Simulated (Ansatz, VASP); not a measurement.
# One calculation of GaGe, two programs

INCAR

```
SYSTEM = GaGe
PREC = Accurate
ENCUT = 520
EDIFF = 1E-7
ISMEAR = -1
SIGMA = 0.05
LREAL = .FALSE.
LASPH = .TRUE.
NELM = 100
ALGO = Normal
ISIF = 2
LWAVE = .FALSE.
LCHARG = .FALSE.
GGA = PE
NBANDS = 20
```

Contents of KPOINTS:

```
regular mesh
0
G
  8 8 8
  0 0 0
```

Contents of POSCAR:

```
GaGe
1.0
    0.0000000000      2.8783947965      2.8783947965
    2.8783947965      0.0000000000      2.8783947965
    2.8783947965      2.8783947965      0.0000000000
Ge Ga
1 1
Direct
    0.0000000000      0.0000000000      0.0000000000
    0.2500000000      0.2500000000      0.2500000000
```

Contents of input.yaml:

```yaml
crystal:
  lattice:
    - [0.0, 2.8783947965, 2.8783947965]
    - [2.8783947965, 0.0, 2.8783947965]
    - [2.8783947965, 2.8783947965, 0.0]
  atoms:
    - { symbol: Ge, position: [0.0, 0.0, 0.0] }
    - { symbol: Ga, position: [0.25, 0.25, 0.25] }
hamiltonian:
  xc: pbe
  pseudopotentials: { kind: paw }
kpoints:
  mp_grid: { grid: [8, 8, 8] }
scf:
  occupations: { method: fermi_dirac, width: 0.05 }
output:
  forces: true
  stress: true
  eigenvalues: true
  write_density: true
  write_potential: true
  elf: true
  volumetric_format: npy
```

Change from the starting cell: volume scaled by 0.98.

Alike in both runs: task single point; functional PBE; k mesh 8 × 8 × 8; occupations fermi-dirac, width 0.05 eV; no spin polarisation.

|  | VASP | Ansatz |
| --- | --- | --- |
| version | VASP 6.6.1 | Ansatz 0.2.0 |
| potentials or method | VASP PAW PBE potentials, release 64 (Ge_d, Ga_d) | Ansatz PAW |
| plane-wave cutoff (eV) | 520 | 420 |
| valence electrons in the cell | 27 | 27 |

```tsv
	VASP	Ansatz	Ansatz less VASP
gap on the k mesh at the Fermi level (eV)	none	none	-
pressure (GPa)	1.3	1.3	-0.05
```

A gap of «none» marks a metal or a gap that the smearing closes.
